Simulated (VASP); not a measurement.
A convergence study with VASP on PbS (rock salt): one setting is varied, all else stays as given below, so the limit is that of these other settings.

```
CELL_PARAMETERS angstrom
      0.00000     2.97000     2.97000
      2.97000     0.00000     2.97000
      2.97000     2.97000     0.00000
ATOMIC_POSITIONS crystal
  Pb 0.00000 0.00000 0.00000
  S  0.50000 0.50000 0.50000
```

Method: PBE GGA, VASP's PBE PAW potentials (set 64) (plane waves; VASP). The tightest run used: 550 eV cut-off, 17×17×17 Γ-centred mesh, Gaussian smearing of 0.050 eV, potentials Pb_d S.

The reference is 17×17×17 mesh, which took about 3 core-minutes. Times come from single runs on busy shared machines, so they are rough: good to a factor of about 2.

Q: Of the settings 1×1×1 mesh; 2×2×2 mesh; 3×3×3 mesh; 4×4×4 mesh; 5×5×5 mesh; 6×6×6 mesh; 7×7×7 mesh; 8×8×8 mesh; 9×9×9 mesh; 10×10×10 mesh; 11×11×11 mesh; 12×12×12 mesh; 13×13×13 mesh; 14×14×14 mesh; 15×15×15 mesh; 16×16×16 mesh; 17×17×17 mesh, which is the lowest that keeps the difference from the reference in the stress, largest component (GPa) within 0.1 from there on, and what does it cost?

A: 6×6×6 mesh; its cost over the reference is about 1/8.
| setting | difference in the stress, largest component (GPa) | cost over the reference |
|---|---|---|
| 1×1×1 mesh | 19.58 | about 1/20 |
| 2×2×2 mesh | 8.05 | about 1/10 |
| 3×3×3 mesh | 1.04 | about 1/20 |
| 4×4×4 mesh | 0.10 | about 1/9 |
| 5×5×5 mesh | 0.19 | about 1/8 |
| 6×6×6 mesh | 0.03 | about 1/8 |
| 7×7×7 mesh | 0.05 | about 1/7 |
| 8×8×8 mesh | 0.00 | about 1/4 |
| 9×9×9 mesh | 0.02 | about 1/4 |
| 10×10×10 mesh | 0.00 | about 1/2 |
| 11×11×11 mesh | 0.00 | about 1/3 |
| 12×12×12 mesh | 0.00 | within a factor of 2 |
| 13×13×13 mesh | 0.00 | within a factor of 2 |
| 14×14×14 mesh | 0.00 | within a factor of 2 |
| 15×15×15 mesh | 0.00 | within a factor of 2 |
| 16×16×16 mesh | 0.00 | within a factor of 2 |
| 17×17×17 mesh | 0.00 | reference |

Left out are rungs that failed or repeat a setting and relaxations that didn't move; long series are thinned to 24 rows.

The compound is PbS in the rock salt structure. The cell was not relaxed at this level.
